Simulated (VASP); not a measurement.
OSZICAR of a VASP run on KCl (rock salt):

**OSZICAR**
```
       N       E                     dE             d eps       ncg     rms          rms(c)
DAV:   1    -0.804313308773E+01   -0.80431E+01   -0.14456E-01   384   0.447E+00    0.102E+00
DAV:   2    -0.804404531378E+01   -0.91223E-03   -0.80877E-03   572   0.863E-01    0.584E-01
DAV:   3    -0.804384777190E+01    0.19754E-03   -0.67878E-04   496   0.262E-01    0.306E-01
DAV:   4    -0.804382273767E+01    0.25034E-04   -0.17865E-04   616   0.120E-01    0.160E-01
DAV:   5    -0.804382489768E+01   -0.21600E-05   -0.31881E-05   708   0.497E-02    0.875E-02
DAV:   6    -0.804382724964E+01   -0.23520E-05   -0.52646E-06   584   0.202E-02    0.502E-02
DAV:   7    -0.804382845115E+01   -0.12015E-05   -0.89442E-07   352   0.966E-03    0.298E-02
DAV:   8    -0.804382904219E+01   -0.59104E-06   -0.44149E-07   300   0.637E-03
   1 F= -.80438290E+01 E0= -.80438290E+01  d E =-.264506E-14
       N       E                     dE             ncg
```

Question: Which electronic solver shows in the log?

Answer: It is blocked Davidson (ALGO = Normal, or the opening steps of other solvers). The INCAR had ALGO = Normal.

Question: Can the final energy be trusted as converged?

Answer: The calculation finished and met its thresholds. It stopped with EDIFF = 1E-6, NELM = 60 (HSEsol screened hybrid, plane waves, VASP's PBE PAW potentials (set 64)).

The compound is KCl in the rock salt structure. It was relaxed first. The cell's shape comes from a PBE relaxation.
